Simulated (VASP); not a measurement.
All values below come from LDA (Ceperley-Alder, Perdew-Zunger), VASP's LDA PAW potentials (set 64) (plane waves; VASP).

The input files of a VASP run:

INCAR:
```
ALGO=Normal
EDIFF=1E-7
EDIFFG=-0.01
ENCUT=520
IBRION=2
ISIF=4
ISMEAR=1
LASPH=.TRUE.
LCHARG=.FALSE.
LMAXMIX=4
LREAL=.FALSE.
LWAVE=.FALSE.
NELM=100
NSW=30
PREC=Accurate
SIGMA=0.1
SYSTEM=Tl
```

### POSCAR
```
Tl
1
    1.6577862004    -2.8713700215     0.0000000000
    1.6577862004     2.8713700215     0.0000000000
    0.0000000000     0.0000000000     5.3831712529
Tl
2
Direct
  0.3333330000   0.6666670000   0.2500000000
  0.6666670000   0.3333330000   0.7500000000
```

File KPOINTS:
```
Automatic mesh
0
Gamma
12 12 7
0 0 0
```

POTCAR, in this order: Tl_d (LDA.64 set). Program: vasp_std.

The run wrote:

### OUTCAR
```
 ion  position               nearest neighbor table
   1  0.333  0.667  0.250-   2 3.30   2 3.30   2 3.30   2 3.30   2 3.30   2 3.30
   2  0.667  0.333  0.750-   1 3.30   1 3.30   1 3.30   1 3.30   1 3.30   1 3.30
  LATTYP: Found a hexagonal cell.
 ALAT       =     3.3155724825
 C/A-ratio  =     1.6236023436
 Subroutine PRICEL returns:
 Original cell was already a primitive cell.
 Subroutine GETGRP returns: Found 24 space group operations
The static configuration has the point symmetry D_3d.
 The point group associated with its full space group is D_6h.
The dynamic configuration has the point symmetry D_3d.
 Subroutine INISYM returns: Found 24 space group operations
 Subroutine IBZKPT returns following result:
 Found     76 irreducible k-points:

 Following reciprocal coordinates:
            Coordinates               Weight
  0.000000  0.000000  0.000000      1.000000
  0.083333  0.000000  0.000000      6.000000
  0.166667 -0.000000  0.000000      6.000000
  0.250000  0.000000  0.000000      6.000000
  0.333333 -0.000000  0.000000      6.000000
  0.416667  0.000000  0.000000      6.000000
  0.500000  0.000000  0.000000      3.000000
...
```

### OSZICAR
```
       N       E                     dE             d eps       ncg     rms          rms(c)
DAV:   1     0.128820713020E+03    0.12882E+03   -0.14790E+04  2592   0.147E+03
DAV:   2    -0.374776412073E+01   -0.13257E+03   -0.13075E+03  2694   0.304E+02
DAV:   3    -0.589522613968E+01   -0.21475E+01   -0.21273E+01  3193   0.343E+01
DAV:   4    -0.590800785474E+01   -0.12782E-01   -0.12777E-01  2889   0.252E+00
DAV:   5    -0.590811598145E+01   -0.10813E-03   -0.10812E-03  2985   0.262E-01    0.453E+00
DAV:   6    -0.583844318679E+01    0.69673E-01   -0.12620E-01  2781   0.318E+00    0.305E+00
DAV:   7    -0.582500290607E+01    0.13440E-01   -0.60535E-02  2727   0.216E+00    0.781E-01
DAV:   8    -0.582344462206E+01    0.15583E-02   -0.68098E-03  2748   0.728E-01    0.455E-02
DAV:   9    -0.582344862494E+01   -0.40029E-05   -0.30883E-05  3095   0.523E-02    0.844E-03
DAV:  10    -0.582344838599E+01    0.23895E-06   -0.26042E-06  2751   0.143E-02    0.333E-03
DAV:  11    -0.582344829794E+01    0.88057E-07   -0.76315E-07  2746   0.777E-03
   1 F= -.58234483E+01 E0= -.58231985E+01  d E =-.582345E+01
       N       E                     dE             d eps       ncg     rms          rms(c)
DAV:   1    -0.584353355672E+01   -0.20085E-01   -0.71830E-01  2636   0.663E+00    0.558E-01
DAV:   2    -0.583242665068E+01    0.11107E-01   -0.78459E-03  2691   0.917E-01    0.330E-01
DAV:   3    -0.582715195082E+01    0.52747E-02   -0.10437E-02  2711   0.996E-01    0.400E-02
DAV:   4    -0.582718758210E+01   -0.35631E-04   -0.59996E-04  2680   0.218E-01    0.189E-02
DAV:   5    -0.582718605540E+01    0.15267E-05   -0.81008E-06  3239   0.332E-02    0.340E-03
DAV:   6    -0.582718560679E+01    0.44861E-06   -0.98435E-07  2753   0.112E-02    0.880E-04
DAV:   7    -0.582718561193E+01   -0.51414E-08   -0.47964E-08  1445   0.196E-03
   2 F= -.58271856E+01 E0= -.58271944E+01  d E =-.373731E-02
       N       E                     dE             d eps       ncg     rms          rms(c)
DAV:   1    -0.593935404252E+01   -0.11217E+00   -0.46251E+00  2663   0.168E+01    0.143E+00
DAV:   2    -0.586713104690E+01    0.72223E-01   -0.49221E-02  2658   0.227E+00    0.845E-01
DAV:   3    -0.583201318521E+01    0.35118E-01   -0.66906E-02  2717   0.253E+00    0.953E-02
DAV:   4    -0.583229595254E+01   -0.28277E-03   -0.36869E-03  2695   0.530E-01    0.525E-02
DAV:   5    -0.583229423356E+01    0.17190E-05   -0.29321E-05  3370   0.508E-02    0.626E-03
DAV:   6    -0.583229427397E+01   -0.40409E-07   -0.10469E-06  2745   0.822E-03    0.145E-03
DAV:   7    -0.583229428190E+01   -0.79331E-08   -0.21688E-08  1449   0.146E-03
   3 F= -.58322943E+01 E0= -.58323087E+01  d E =-.884598E-02
```

File OUTCAR:
```
------------------------ aborting loop because EDIFF is reached ----------------------------------------
  FORCE on cell =-STRESS in cart. coord.  units (eV):
  Direction    XX          YY          ZZ          XY          YZ          ZX
  --------------------------------------------------------------------------------------
  Total        1.0692243      1.0692244      1.0880729      0.0000000      0.0000000      0.0000000
  in kB       33.4267014     33.4267041     34.0159586      0.0000000      0.0000000      0.0000000
  external PRESSURE =      33.6231214 kB  Pullay stress =       0.0000000 kB
  volume of cell :       51.25
      direct lattice vectors                 reciprocal lattice vectors
     1.679610599 -2.909171008 -0.000000000     0.297688048 -0.171870268  0.000000000
     1.679610599  2.909171008 -0.000000000     0.297688048  0.171870268 -0.000000000
     0.000000000  0.000000000  5.244185203     0.000000000  0.000000000  0.190687392
 POSITION                                       TOTAL-FORCE (eV/Angst)
 -----------------------------------------------------------------------------------
      1.67961      0.96973      1.31105         0.000000      0.000000      0.000000
      1.67961     -0.96973      3.93314         0.000000     -0.000000      0.000000
 -----------------------------------------------------------------------------------
    total drift:                               -0.000000      0.000431      0.000008
  FREE ENERGIE OF THE ION-ELECTRON SYSTEM (eV)
  ---------------------------------------------------
  free  energy   TOTEN  =        -5.8322942819 eV

  energy  without entropy=       -5.8323375255  energy(sigma->0) =       -5.83230870

 reached required accuracy - stopping structural energy minimisation
```
(Selected blocks of OUTCAR.)

File CONTCAR:
```
Tl
   1.00000000000000
     1.6796105985415744   -2.9091710083162852   -0.0000000000000000
     1.6796105985415744    2.9091710083162852   -0.0000000000000000
     0.0000000000000000    0.0000000000000000    5.2441852030197129
  Tl
     2
Direct
     0.3333330000000032    0.6666669999999968    0.2500000000000000
     0.6666669999999968    0.3333330000000032    0.7500000000000000
```

The compound is Tl in the hcp structure. This cell is one point of a volume scan, at 0.94 of the reference volume. Symmetry was kept, so distortions that lower it aren't found.
